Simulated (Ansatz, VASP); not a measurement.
# TaN: VASP beside Ansatz

Wanted: the spread between two codes on one cell, functional and k mesh. The cell is taken from a series of runs on this material, whose earlier steps may have relaxed, scaled, displaced or heated it; both programs get it as it stands.

Main program and level: Ansatz 0.2.0; plane waves, with VASP 6.6.1 beside it; PBEsol.

## 1. Starting point

Symmetry: P-6m2, No. 187, hexagonal system. The conventional cell has a = 3.012 Å, b = 3.012 Å, c = 2.842 Å, α = 90.00°, β = 90.00°, γ = 120.00°. Nearest to N lie 6 Ta at 2.25 Å. Ta has 6 N at 2.25 Å nearest. Farther neighbours and most contacts between anions are not listed.

Coordinates:

```cif
data_structure
_symmetry_space_group_name_H-M 'P 1'
_symmetry_Int_Tables_number 1
_cell_length_a 3.0115
_cell_length_b 3.0115
_cell_length_c 2.8416
_cell_angle_alpha 90.000
_cell_angle_beta 90.000
_cell_angle_gamma 120.000
_cell_volume 22.32
loop_
_atom_site_label
_atom_site_type_symbol
_atom_site_fract_x
_atom_site_fract_y
_atom_site_fract_z
_atom_site_occupancy
N1 N 0.66667 0.33333 0.00000 1
Ta2 Ta 0.00000 0.00000 0.50000 1
```

## 2. VASP: zone-centre phonons, PBEsol

Second derivatives magnify differences that forces hide, and they need a tight electronic threshold.

Lines of VASP's logs that name or quote its potential files are left out, and so is its time.

INCAR reads:

```
SYSTEM = TaN
PREC = Accurate
ENCUT = 600
EDIFF = 1E-08
NELM = 120
ISMEAR = 1
SIGMA = 0.2
LREAL = .FALSE.
ALGO = Normal
GGA = PS
NBANDS = 14
LASPH = .TRUE.
LORBIT = 11
LWAVE = .FALSE.
LCHARG = .FALSE.
ISIF = 2
IBRION = 8
GGA_COMPAT = .FALSE.
KPAR = 2
```

POSCAR reads:

```
TaN
1.0
    3.0115463105      0.0000000000      0.0000000000
   -1.5057731552      2.6080756095      0.0000000000
    0.0000000000      0.0000000000      2.8415804433
N Ta
1 1
Direct
    0.6666666667      0.3333333333      0.0000000000
    0.0000000000      1.0000000000      0.5000000000
```

KPOINTS reads:

```
Automatic mesh
0
Gamma
18 18 16
0 0 0
```

PAW data sets: N and Ta_pv (PBE family, release 64).

On the command line:

```console
$ mpirun -np 2 vasp_std
```

Numbers of over 12 decimals in the logs are rounded to 6 here.

What it wrote:

```text
[banner, memory and clock lines left out]
running    2 mpi-ranks, on    1 nodes
 distrk:  each k-point on    1 cores,    2 groups
 distr:  one band on    1 cores,    1 groups

 POSCAR found type information on POSCAR N Ta
 POSCAR found :  2 types and       2 ions
|                                                                             |
|               ----> ADVICE to this user running VASP <----                  |
|                                                                             |
|     You enforced a specific xc type in the INCAR file but a different       |
|     [... a line on the potential file left out ...]
|     I HOPE YOU KNOW WHAT YOU ARE DOING!                                     |
|                                                                             |

 LDA part: xc-table for (Slater+PW92), standard interpolation
 POSCAR, INCAR and KPOINTS ok, starting setup
 FFT: planning ... GRIDC
 FFT: planning ... GRID_SOFT
 FFT: planning ... GRID
 WAVECAR not read
 entering main loop
       N       E                     dE             d eps       ncg     rms          rms(c)
DAV:   1     0.102395341603E+03    0.10240E+03   -0.97735E+03  9324   0.133E+03
DAV:   2    -0.222999138719E+02   -0.12470E+03   -0.11795E+03 11382   0.343E+02
DAV:   3    -0.260624075128E+02   -0.37625E+01   -0.37345E+01 10698   0.583E+01
DAV:   4    -0.260836087407E+02   -0.21201E-01   -0.21195E-01 11004   0.460E+00
DAV:   5    -0.260837409839E+02   -0.13224E-03   -0.13224E-03 10926   0.351E-01    0.223E+01
DAV:   6    -0.238608741748E+02    0.22229E+01   -0.40795E+00 11110   0.246E+01    0.934E+00
DAV:   7    -0.237592616478E+02    0.10161E+00   -0.38755E-01 11178   0.632E+00    0.657E+00
DAV:   8    -0.237263870942E+02    0.32875E-01   -0.15565E-01 12144   0.374E+00    0.146E+00
DAV:   9    -0.237206232990E+02    0.57638E-02   -0.13251E-02 10890   0.104E+00    0.219E-01
DAV:  10    -0.237205328645E+02    0.90435E-04   -0.53885E-04 12486   0.283E-01    0.152E-01
DAV:  11    -0.237204818145E+02    0.51050E-04   -0.73137E-05 11100   0.863E-02    0.224E-02
DAV:  12    -0.237204814029E+02    0.41158E-06   -0.64774E-06 11760   0.211E-02    0.251E-03
DAV:  13    -0.237204813633E+02    0.39551E-07   -0.28032E-08 10892   0.157E-03    0.231E-03
DAV:  14    -0.237204813004E+02    0.62982E-07   -0.29852E-08 11868   0.166E-03    0.151E-04
DAV:  15    -0.237204812914E+02    0.90022E-08   -0.37247E-10  5862   0.207E-04
   1 F= -.23720481E+02 E0= -.23720676E+02  d E =0.584214E-03
 Linear response reoptimize wavefunctions to high precision
DAV:   1    -0.237204812941E+02   -0.27082E-08   -0.37307E-11  6966   0.619E-05
DAV:   2    -0.237204812941E+02   -0.45475E-11   -0.41158E-12  5466   0.207E-05
 Linear response DOF=           4
 Linear response progress:
  Degree of freedom:   1/  4
       N       E                     dE             d eps       ncg     rms          rms(c)
RMM:   1    -0.232394507216E+00   -0.23239E+00    0.11522E-01 95247   0.284E+00
RMM:   2    -0.226081931838E+00    0.63126E-02   -0.32483E-03 69632   0.467E-01    0.169E-01
RMM:   3    -0.226849616708E+00   -0.76768E-03   -0.53319E-04 66552   0.149E-01    0.915E-02
RMM:   4    -0.227918629980E+00   -0.10690E-02   -0.28027E-04 68181   0.108E-01    0.241E-02
RMM:   5    -0.227960193136E+00   -0.41563E-04   -0.12773E-05 75774   0.265E-02    0.252E-03
RMM:   6    -0.227955672822E+00    0.45203E-05   -0.14234E-06 77133   0.526E-03    0.177E-03
RMM:   7    -0.227950488188E+00    0.51846E-05   -0.19889E-07 82272   0.172E-03    0.143E-03
RMM:   8    -0.227952765163E+00   -0.22770E-05   -0.59441E-08 79946   0.678E-04    0.264E-04
RMM:   9    -0.227949646268E+00    0.31189E-05   -0.10363E-08 71523   0.360E-04    0.324E-05
RMM:  10    -0.227949389214E+00    0.25705E-06    0.55831E-09 84656   0.112E-04    0.280E-05
RMM:  11    -0.227949367391E+00    0.21822E-07    0.77417E-09 86213   0.323E-05    0.127E-05
RMM:  12    -0.227949397819E+00   -0.30428E-07   -0.35406E-09 82486   0.112E-05    0.607E-06
RMM:  13    -0.227949383929E+00    0.13890E-07    0.73754E-11 73013   0.557E-06    0.144E-06
RMM:  14    -0.227949379231E+00    0.46983E-08   -0.61180E-10 52052   0.236E-06    0.166E-07
 first order change of Fermi-energy   0.29012E-04
 force on displaced ion       1 direction 1 : -11.830   0.001   0.000
 Linear response progress:
  Degree of freedom:   2/  4
       N       E                     dE             d eps       ncg     rms          rms(c)
RMM:   1    -0.235036932037E+00   -0.23504E+00    0.13622E-01 32528   0.289E+00
RMM:   2    -0.228989754243E+00    0.60472E-02   -0.36608E-03 25101   0.487E-01    0.136E-01
RMM:   3    -0.229803241386E+00   -0.81349E-03   -0.73400E-04 23841   0.162E-01    0.716E-02
RMM:   4    -0.230975372235E+00   -0.11721E-02   -0.34299E-04 24448   0.113E-01    0.213E-02
RMM:   5    -0.231082128143E+00   -0.10676E-03   -0.17397E-05 26047   0.328E-02    0.286E-03
RMM:   6    -0.231071286010E+00    0.10842E-04   -0.13109E-06 26184   0.704E-03    0.113E-03
RMM:   7    -0.231065057217E+00    0.62288E-05   -0.16640E-07 26797   0.224E-03    0.398E-04
RMM:   8    -0.231066604714E+00   -0.15475E-05   -0.25348E-08 28254   0.761E-04    0.181E-04
RMM:   9    -0.231066441192E+00    0.16352E-06   -0.39198E-09 28611   0.283E-04    0.344E-05
RMM:  10    -0.231066110006E+00    0.33119E-06   -0.11523E-09 29089   0.944E-05    0.143E-05
RMM:  11    -0.231066135482E+00   -0.25476E-07    0.12909E-10 29885   0.340E-05    0.269E-06
RMM:  12    -0.231066152907E+00   -0.17425E-07    0.25175E-10 27825   0.110E-05    0.119E-06
RMM:  13    -0.231066156822E+00   -0.39152E-08   -0.11668E-10 20609   0.407E-06    0.349E-07
 first order change of Fermi-energy  -0.15928E-03
 force on displaced ion       1 direction 3 :   0.000  -0.000 -12.802
 Linear response progress:
  Degree of freedom:   3/  4
       N       E                     dE             d eps       ncg     rms          rms(c)
RMM:   1    -0.137727526292E+00   -0.13773E+00    0.11606E+01 42081   0.253E+01
RMM:   2    -0.166530229509E+00   -0.28803E-01   -0.28033E-02 64378   0.154E+00    0.177E-01
RMM:   3    -0.165201623295E+00    0.13286E-02   -0.26088E-03 73799   0.320E-01    0.976E-02
RMM:   4    -0.164288749398E+00    0.91287E-03   -0.39962E-04 81986   0.121E-01    0.357E-02
RMM:   5    -0.163981565724E+00    0.30718E-03   -0.63785E-05 84804   0.328E-02    0.560E-03
RMM:   6    -0.163988710669E+00   -0.71449E-05   -0.11479E-05 82043   0.110E-02    0.203E-03
RMM:   7    -0.163990719865E+00   -0.20092E-05   -0.35878E-07 89405   0.368E-03    0.546E-04
RMM:   8    -0.163992899978E+00   -0.21801E-05   -0.30277E-06 88227   0.140E-03    0.181E-04
RMM:   9    -0.163994062005E+00   -0.11620E-05   -0.99105E-07 83280   0.659E-04    0.480E-05
RMM:  10    -0.163994428731E+00   -0.36673E-06   -0.92447E-07 87992   0.316E-04    0.219E-05
RMM:  11    -0.163994580839E+00   -0.15211E-06   -0.49454E-07 91127   0.159E-04    0.832E-06
RMM:  12    -0.163994602053E+00   -0.21213E-07   -0.35715E-07 92694   0.839E-05    0.825E-06
RMM:  13    -0.163994614488E+00   -0.12436E-07   -0.16923E-07 82806   0.501E-05    0.797E-06
RMM:  14    -0.163994760442E+00   -0.14595E-06   -0.13841E-07 74201   0.455E-05    0.223E-05
RMM:  15    -0.163994632468E+00    0.12797E-06   -0.62855E-08 71983   0.319E-05    0.592E-06
RMM:  16    -0.163994651439E+00   -0.18971E-07   -0.62808E-08 70781   0.140E-05    0.317E-06
RMM:  17    -0.163994657823E+00   -0.63846E-08   -0.19373E-08 54778   0.845E-06    0.115E-06
 first order change of Fermi-energy  -0.60317E-04
 force on displaced ion       2 direction 1 : -11.832   0.001   0.000
 Linear response progress:
  Degree of freedom:   4/  4
       N       E                     dE             d eps       ncg     rms          rms(c)
RMM:   1    -0.146924924625E+00   -0.14692E+00    0.10475E+01 15011   0.248E+01
RMM:   2    -0.175505763476E+00   -0.28581E-01   -0.27569E-02 22174   0.150E+00    0.137E-01
RMM:   3    -0.174726201404E+00    0.77956E-03   -0.22992E-03 26198   0.308E-01    0.737E-02
RMM:   4    -0.174133674258E+00    0.59253E-03   -0.20378E-04 27668   0.101E-01    0.240E-02
RMM:   5    -0.173966290219E+00    0.16738E-03   -0.27626E-05 28939   0.305E-02    0.643E-03
RMM:   6    -0.173947027701E+00    0.19263E-04   -0.61248E-06 27417   0.110E-02    0.106E-03
RMM:   7    -0.173948326002E+00   -0.12983E-05   -0.22584E-06 29832   0.341E-03    0.437E-04
RMM:   8    -0.173950455391E+00   -0.21294E-05   -0.11255E-06 31430   0.137E-03    0.175E-04
RMM:   9    -0.173951396897E+00   -0.94151E-06   -0.75311E-07 28446   0.640E-04    0.568E-05
RMM:  10    -0.173951800781E+00   -0.40388E-06   -0.44213E-07 29061   0.353E-04    0.193E-05
RMM:  11    -0.173952350304E+00   -0.54952E-06   -0.26597E-07 29636   0.191E-04    0.252E-05
RMM:  12    -0.173952048060E+00    0.30224E-06   -0.14155E-07 26788   0.115E-04    0.585E-06
RMM:  13    -0.173952062768E+00   -0.14709E-07   -0.93003E-08 30222   0.618E-05    0.662E-06
RMM:  14    -0.173952030973E+00    0.31795E-07   -0.48838E-08 28368   0.397E-05    0.999E-06
RMM:  15    -0.173952094582E+00   -0.63609E-07   -0.35888E-08 25973   0.295E-05    0.639E-06
RMM:  16    -0.173952182340E+00   -0.87758E-07   -0.17781E-08 28703   0.254E-05    0.166E-06
RMM:  17    -0.173952250710E+00   -0.68370E-07   -0.13222E-08 27181   0.177E-05    0.335E-06
RMM:  18    -0.173952274729E+00   -0.24019E-07   -0.57372E-09 27807   0.985E-06    0.435E-06
RMM:  19    -0.173952245632E+00    0.29097E-07   -0.39452E-09 23812   0.780E-06    0.215E-06
RMM:  20    -0.173952222074E+00    0.23558E-07   -0.22321E-09 25855   0.647E-06    0.467E-07
RMM:  21    -0.173952211837E+00    0.10237E-07   -0.15381E-09 22121   0.391E-06    0.342E-07
RMM:  22    -0.173952211897E+00   -0.59805E-10   -0.16926E-09  8909   0.251E-06    0.386E-07
 first order change of Fermi-energy  -0.61108E-03
 force on displaced ion       2 direction 3 :  -0.000  -0.000 -12.805
 Linear response finished
```

From OUTCAR (step 2):

```text
ion  position               nearest neighbor table
   1  0.667  0.333  0.000-   2 2.25   2 2.25   2 2.25   2 2.25   2 2.25   2 2.25
   2  0.000  0.000  0.500-   1 2.25   1 2.25   1 2.25   1 2.25   1 2.25   1 2.25

  LATTYP: Found a hexagonal cell.
 ALAT       =     3.0115463105
 C/A-ratio  =     0.9435619281

 Subroutine GETGRP returns: Found 12 space group operations
 (whereof 12 operations were pure point group operations)

The static configuration has the point symmetry D_3h.

 Found    333 irreducible k-points:

   k-points           NKPTS =    333   k-points in BZ     NKDIM =    333   number of bands    NBANDS=     14

   dimension x,y,z NGX =    24 NGY =   24 NGZ =   24
   dimension x,y,z NGXF=    48 NGYF=   48 NGZF=   48

   ENCUT  =  600.0 eV  44.10 Ry    6.64 a.u.   6.01  6.01  5.68*2*pi/ulx,y,z

   NELECT =      16.0000    total number of electrons

 k-points in reciprocal lattice and weights: Automatic mesh
   0.00000000  0.00000000  0.00000000       0.000
   0.05555556  0.00000000  0.00000000       0.001
   0.11111111  0.00000000  0.00000000       0.001
   0.16666667  0.00000000  0.00000000       0.001
   0.22222222  0.00000000  0.00000000       0.001
   0.27777778  0.00000000  0.00000000       0.001
   0.33333333 -0.00000000  0.00000000       0.001
   0.38888889  0.00000000  0.00000000       0.001
   0.44444444  0.00000000  0.00000000       0.001
[...]
0.33333333  0.27777778  0.50000000       0.002
   0.33333333  0.33333333  0.50000000       0.000

 average (electrostatic) potential at core
       1 -62.1119       2 -35.2893

  Total       -3.0004954     -3.0004954      0.1032100     -0.0000000     -0.0000000      0.0000000
  in kB     -215.3941314   -215.3941314      7.4090543     -0.0000000     -0.0000000      0.0000000
  external PRESSURE =    -141.1264028 kB  Pullay stress =       0.0000000 kB

  energy-cutoff  :      600.00
  volume of cell :       22.32
      direct lattice vectors                 reciprocal lattice vectors
     3.011546310  0.000000000  0.000000000     0.332055329  0.191712233  0.000000000
    -1.505773155  2.608075610  0.000000000     0.000000000  0.383424467  0.000000000
     0.000000000  0.000000000  2.841580443     0.000000000  0.000000000  0.351916836

 POSITION                                       TOTAL-FORCE (eV/Angst)
 -----------------------------------------------------------------------------------
      1.50577      0.86936      0.00000         0.000000     -0.000000      0.000000
      0.00000      0.00000      1.42079        -0.000000      0.000000      0.000000
 -----------------------------------------------------------------------------------
    total drift:                               -0.000000      0.000000      0.000000

 Eigenvectors and eigenvalues of the dynamical matrix
 ----------------------------------------------------

   1 f  =   15.516527 THz    97.493215 2PiTHz  517.575631 cm-1    64.171171 meV
             X         Y         Z           dx          dy          dz
      1.505773  0.869359  0.000000     0.000000   -0.000000    0.963414
      0.000000  0.000000  1.420790    -0.000000    0.000000   -0.268017

   2 f  =   14.916076 THz    93.720471 2PiTHz  497.546745 cm-1    61.687907 meV
             X         Y         Z           dx          dy          dz
      1.505773  0.869359  0.000000     0.913571    0.305870   -0.000000
      0.000000  0.000000  1.420790    -0.254147   -0.085090    0.000000

   3 f  =   14.916076 THz    93.720471 2PiTHz  497.546745 cm-1    61.687907 meV
             X         Y         Z           dx          dy          dz
      1.505773  0.869359  0.000000    -0.305870    0.913571    0.000000
      0.000000  0.000000  1.420790     0.085090   -0.254147    0.000000

   4 f/i=    0.000357 THz     0.002246 2PiTHz    0.011923 cm-1     0.001478 meV
             X         Y         Z           dx          dy          dz
      1.505773  0.869359  0.000000    -0.069590    0.258821   -0.000000
      0.000000  0.000000  1.420790    -0.250150    0.930373    0.000000

   5 f/i=    0.000357 THz     0.002246 2PiTHz    0.011923 cm-1     0.001478 meV
             X         Y         Z           dx          dy          dz
      1.505773  0.869359  0.000000     0.258821    0.069590    0.000000
      0.000000  0.000000  1.420790     0.930373    0.250150    0.000000

   6 f/i=    0.000438 THz     0.002754 2PiTHz    0.014619 cm-1     0.001813 meV
             X         Y         Z           dx          dy          dz
      1.505773  0.869359  0.000000    -0.000000    0.000000   -0.268017
      0.000000  0.000000  1.420790     0.000000    0.000000   -0.963414

 ELASTIC MODULI CONTR FROM IONIC RELAXATION (kBar)
 Direction    XX          YY          ZZ          XY          YZ          ZX
 --------------------------------------------------------------------------------
 XX          -1.0245      1.0245     -0.0000     -0.0000      0.0000     -0.0000
 YY           1.0245     -1.0245      0.0000     -0.0000     -0.0000      0.0000
 ZZ          -0.0000      0.0000     -0.0000     -0.0000     -0.0000      0.0000
 XY          -0.0000     -0.0000     -0.0000     -1.0245     -0.0000      0.0000
 YZ           0.0000     -0.0000     -0.0000     -0.0000     -0.0000      0.0000
 ZX          -0.0000      0.0000      0.0000      0.0000      0.0000     -0.0000
 --------------------------------------------------------------------------------
```

[end of part 1 of 2]

[Lines on the potential files, build, host, timing and source positions are cut from VASP's logs without a mark.]

[Logs are printed without paths, hosts, clocks, repeated set-up lines and the standing remarks that a program may print on its own settings, such as how far it seeks lower states.]

[Hosts, paths, dates, database ids (printed as entryN), source tags and the programs' standing remarks are cut or masked in the printed files.]
